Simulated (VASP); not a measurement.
OSZICAR of a VASP run on Ho (hcp):

File OSZICAR:
```
       N       E                     dE             d eps       ncg     rms          rms(c)
DAV:   1     0.595225698436E+02    0.59523E+02   -0.75490E+03  1983   0.108E+03
DAV:   2    -0.628079944114E+01   -0.65803E+02   -0.64042E+02  2458   0.457E+02
DAV:   3    -0.975318193562E+01   -0.34724E+01   -0.31940E+01  2819   0.745E+01
DAV:   4    -0.988733323513E+01   -0.13415E+00   -0.13297E+00  2811   0.961E+00
DAV:   5    -0.988981980912E+01   -0.24866E-02   -0.24825E-02  2774   0.158E+00    0.250E+01
DAV:   6    -0.988290943095E+01    0.69104E-02   -0.27365E-02  2770   0.222E+00    0.149E+01
DAV:   7    -0.988875430551E+01   -0.58449E-02   -0.48488E-02  2611   0.303E+00    0.330E-01
DAV:   8    -0.988836438786E+01    0.38992E-03   -0.29637E-03  2372   0.606E-01    0.636E-02
DAV:   9    -0.988837461042E+01   -0.10223E-04   -0.22782E-04  2816   0.188E-01    0.321E-02
DAV:  10    -0.988836969238E+01    0.49180E-05   -0.20273E-05  2782   0.477E-02    0.324E-02
DAV:  11    -0.988836981942E+01   -0.12704E-06   -0.78666E-07  1533   0.108E-02
   1 F= -.98883698E+01 E0= -.98896479E+01  d E =-.988837E+01
```

Task: Which electronic solver shows in the log?

Result: It is blocked Davidson (ALGO = Normal, or the opening steps of other solvers). The INCAR had ALGO = Normal.

Task: Can the final energy be trusted as converged?

Result: Self-consistency was reached. It stopped with EDIFF = 1E-6, NELM = 100, NSW = 60 and EDIFFG = -0.01 after 1 ionic step (PBEsol GGA, plane waves, VASP's PBE PAW potentials (set 64)). The 4f electrons are frozen in the core of the lanthanide potential, so 4f levels, which can set the real gap, and their magnetism are missing.

The compound is Ho in the hcp structure. It was relaxed first. The start is the result of an earlier pass.
